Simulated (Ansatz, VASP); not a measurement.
**Two plane-wave programs on SrMg6Cr**

The input INCAR:

```
  PREC = Accurate
  ENCUT = 520
  EDIFF = 1E-7
  ISMEAR = -1
  SIGMA = 0.05
  LREAL = F
  LASPH = T
  NELM = 120
  ALGO = Normal
  ISIF = 2
  LWAVE = F
  LCHARG = F
  ISPIN = 2
  MAGMOM = 0 3 0 0 0 0 0 0
  LORBIT = 11
  LMAXMIX = 4
  GGA = PE
  NBANDS = 31
```

File KPOINTS:

```
Automatic mesh
0
Gamma
  5 5 5
```

File POSCAR:

```
SrMg6Cr
1.0
    5.3051281037      0.0000000000      0.0000000000
    0.0000000000      3.4067553428      5.9310210034
    0.0000000000     -3.4067553428      5.9310210034
Sr Cr Mg
1 1 6
Direct
    0.0000000000      0.8290620000      0.8290620000
    0.5000000000      0.6524330000      0.6524330000
    0.5000000000      0.1669280000      0.1669280000
    0.5000000000      0.6596790000      0.1906310000
    0.5000000000      0.1906310000      0.6596790000
    0.0000000000      0.3379250000      0.3379250000
    0.0000000000      0.8201270000      0.3432150000
    0.0000000000      0.3432150000      0.8201270000
```

File input.yaml:

```yaml
crystal:
  lattice:
    - [5.3051281037, 0.0, 0.0]
    - [0.0, 3.4067553428, 5.9310210034]
    - [0.0, -3.4067553428, 5.9310210034]
  atoms:
    - { symbol: Sr, position: [0.0, 0.829062, 0.829062] }
    - { symbol: Cr, position: [0.5, 0.652433, 0.652433], spin: 3.0 }
    - { symbol: Mg, position: [0.5, 0.166928, 0.166928] }
    - { symbol: Mg, position: [0.5, 0.659679, 0.190631] }
    - { symbol: Mg, position: [0.5, 0.190631, 0.659679] }
    - { symbol: Mg, position: [0.0, 0.337925, 0.337925] }
    - { symbol: Mg, position: [0.0, 0.820127, 0.343215] }
    - { symbol: Mg, position: [0.0, 0.343215, 0.820127] }
hamiltonian:
  xc: pbe
  pseudopotentials: { kind: paw }
magnetization:
  spin_polarized: true
kpoints:
  mp_grid: { grid: [5, 5, 5] }
scf:
  occupations: { method: fermi_dirac, width: 0.05 }
output:
  forces: true
  stress: true
  eigenvalues: true
  write_density: true
  write_potential: true
  elf: true
  volumetric_format: npy
```

Change from the starting cell: volume scaled by 1.06.

Alike in both runs: task single point; functional PBE; k mesh 5 × 5 × 5; occupations fermi-dirac, width 0.05 eV; collinear spin, ferromagnetic start.

```csv
,VASP,Ansatz
version,VASP 6.6.1,Ansatz 0.2.0
potentials or method,"VASP PAW PBE potentials, release 64 (Sr_sv, Cr_pv, Mg)",Ansatz PAW
plane-wave cutoff (eV),520,420
valence electrons in the cell,34,84
```

Ansatz gave:

| Quantity | Value |
| --- | --- |
| gap on the k mesh at the Fermi level (eV) | none |
| pressure (GPa) | -1.5 |
| largest component of the traceless stress (GPa) | 0.08 |
| rms of the force components (eV/Å) | 0.046 |
| net moment per atom (μB) | 0.57 |
| size of the moment on the site where the two differ most (μB) | 4.10 |

Question: What did VASP give for the same quantities?

Answer: gap on the k mesh at the Fermi level (eV): none; pressure (GPa): -1.6; largest component of the traceless stress (GPa): 0.08; rms of the force components (eV/Å): 0.047; net moment per atom (μB): 0.57; size of the moment on the site where the two differ most (μB): 3.92.

Site moments also hang on the region over which each program counts them. Atom by atom the forces differ by 0.002 eV/Å (rms over components). A gap of «none» marks a metal or a gap that the smearing closes. The functional is the same, so the differences come from potentials, cutoffs and numerics. The two sets of potentials don't hold the same shells in valence.
